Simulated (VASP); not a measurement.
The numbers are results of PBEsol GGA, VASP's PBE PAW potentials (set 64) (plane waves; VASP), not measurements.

A VASP calculation is set up with these files.

**KPOINTS**
```
k-points along high-symmetry lines
8
Line-mode
Reciprocal
  0.000000   0.000000   0.000000 ! GAMMA
 -0.500000  -0.500000   0.000000 ! Y

 -0.500000  -0.500000   0.000000 ! Y
 -0.625000  -0.375000   0.000000 ! C_0

 -0.375000   0.375000   0.000000 ! SIGMA_0
  0.000000   0.000000   0.000000 ! GAMMA

  0.000000   0.000000   0.000000 ! GAMMA
  0.500000   0.500000   0.500000 ! Z

  0.500000   0.500000   0.500000 ! Z
  0.125000   0.875000   0.500000 ! A_0

 -0.125000   0.125000   0.500000 ! E_0
  0.000000   0.000000   0.500000 ! T

  0.000000   0.000000   0.500000 ! T
 -0.500000  -0.500000   0.000000 ! Y

  0.000000   0.000000   0.000000 ! GAMMA
 -0.500000   0.000000   0.000000 ! S

 -0.500000   0.000000   0.000000 ! S
  0.000000   0.500000   0.500000 ! R

  0.000000   0.500000   0.500000 ! R
  0.500000   0.500000   0.500000 ! Z

  0.500000   0.500000   0.500000 ! Z
  0.000000   0.000000   0.500000 ! T
```

INCAR:
```
SIGMA  =  0.05   ! width (eV)
LASPH  =  .TRUE.   ! aspherical one-centre terms
LORBIT  =  11
GGA  =  PS   ! PBEsol
ALGO  =  Normal   ! blocked Davidson
LREAL  =  .FALSE.   ! projection in real space or not
ISMEAR  =  0   ! Gaussian
NELM  =  100   ! most electronic steps
LCHARG  =  .FALSE.
LWAVE  =  .FALSE.
SYSTEM  =  Cd4Se3Te
ENCUT  =  400   ! plane-wave cut-off (eV)
EDIFF  =  1E-7
LMAXMIX  =  4   ! l cut-off of mixed one-centre charges
PREC  =  Accurate
ICHARG  =  11
```

File POSCAR:
```
Cd4Se3Te
1.0
  0.0021476854   6.1873806698   6.1734904484
  6.1873806698   0.0021476854   6.1734904484
  3.0947641775   3.0947641775   0.0000000000
Cd Te Se
4 1 3
Cartesian
  6.1895283552   6.1895283552  12.2284541782
  6.2518669933   9.2219538945   9.3146902088
  9.2219538945   6.2518669933   9.3146902088
  6.1895283548   6.1895283548   6.1824394797
  1.5473820885   1.5473820885   1.5575045232
  4.6286765318   1.5608518234   4.6286256524
  1.5608518234   4.6286765318   4.6286256524
  4.6421462664   4.6421462664   7.7063841309
```

POTCAR, in this order: Cd Te Se (PBE.64 set). Program: vasp_std. Read from the step before: CHGCAR.

The run wrote:

OSZICAR:
```
       N       E                     dE             d eps       ncg     rms          rms(c)
DAV:   1     0.432771780108E+03    0.43277E+03   -0.29874E+04  7576   0.122E+03
DAV:   2     0.213023141900E+01   -0.43064E+03   -0.42267E+03  8530   0.330E+02
DAV:   3    -0.227057484959E+02   -0.24836E+02   -0.24691E+02  8654   0.782E+01
DAV:   4    -0.230218387618E+02   -0.31609E+00   -0.31565E+00  9149   0.790E+00
DAV:   5    -0.230252038513E+02   -0.33651E-02   -0.33645E-02  8693   0.707E-01
DAV:   6    -0.230252765871E+02   -0.72736E-04   -0.72732E-04  9266   0.986E-02
DAV:   7    -0.230252786216E+02   -0.20345E-05   -0.20345E-05  8793   0.144E-02
DAV:   8    -0.230252786836E+02   -0.62025E-07   -0.62001E-07  7102   0.245E-03
   1 F= -.23025279E+02 E0= -.23025270E+02  d E =-.171663E-04
```

OUTCAR:
```
 val. band max:        1.4071859436   @ k =   0.0000   0.0000   0.0000

 cond. band min:       1.6333052789   @ k =   0.0000   0.0000   0.0000



 k-point     1 :       0.0000    0.0000    0.0000
  band No.  band energies     occupation
      1     -11.3773      2.00000
      2     -11.0962      2.00000
      3     -11.0355      2.00000
      4      -9.4196      2.00000
      5      -6.7986      2.00000
      6      -6.7954      2.00000
      7      -6.7926      2.00000
      8      -6.7070      2.00000
      9      -6.7029      2.00000
     10      -6.6900      2.00000
     11      -6.6886      2.00000
     12      -6.6057      2.00000
     13      -6.5517      2.00000
     14      -6.5444      2.00000
     15      -6.4631      2.00000
     16      -6.4592      2.00000
     17      -6.4226      2.00000
     18      -6.4224      2.00000
     19      -6.4163      2.00000
     20      -6.4059      2.00000
     21      -6.3694      2.00000
     22      -6.1567      2.00000
     23      -6.1536      2.00000
     24      -6.0085      2.00000
     25      -3.3067      2.00000
     26      -3.1770      2.00000
     27      -2.9527      2.00000
     28      -0.7233      2.00000
     29      -0.6889      2.00000
     30       0.2503      2.00000
     31       0.3994      2.00000
     32       0.4080      2.00000
     33       0.5375      2.00000
     34       1.2559      2.00000
     35       1.2867      2.00000
     36       1.4072      1.99875
     37       1.6333      0.00153
     38       3.1652      0.00000
     39       3.5742      0.00000
     40       4.1893      0.00000
     41       4.5726      0.00000
     42       6.7253      0.00000
     43       6.7334      0.00000

 k-point     2 :      -0.0714   -0.0714    0.0000
  band No.  band energies     occupation
      1     -11.3727      2.00000
      2     -11.0963      2.00000
      3     -11.0392      2.00000
      4      -9.4204      2.00000
      5      -6.7961      2.00000
      6      -6.7924      2.00000
...
```

The density is held fixed in this step, so its total energy and stress have no physical meaning. Unless said otherwise, spin-orbit coupling is left out, though it shifts the bands of the heavy elements here.

The structure was generated: Cd4Se3Te was put into an ordered model structure (Amm2), which need not be its known phase. It was relaxed first.
